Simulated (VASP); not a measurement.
Consider the following.

```
Ni3Si
1.0
    3.62524     0.00000     0.00000
    0.00000     3.62524     0.00000
    0.00000     0.00000     3.62524
Si Ni
1 3
Direct
  0.00000   0.00000   0.00000
  0.00000   0.50000   0.50000
  0.50000   0.00000   0.50000
  0.50000   0.50000   0.00000
```

Level of theory: vdW-DF2, VASP's PBE PAW potentials (set 64) (plane waves; VASP). Numerical set-up: 520 eV cut-off, 9×9×9 Γ-centred mesh, first-order Methfessel-Paxton smearing of 0.10 eV, potentials Si Ni.

**Question.** Give the stress tensor in GPa (positive for a compressed cell).

**Answer.** 
```
-4.79   0.00   0.00
 0.00  -4.79   0.00
 0.00   0.00  -4.79
```
The pressure is its mean diagonal, -4.79 GPa.

The compound is Ni3Si in the L1_2 structure. This cell is one point of a volume scan, at 1.03 of the reference volume. The run is not spin-polarised, so no magnetic state was tried.
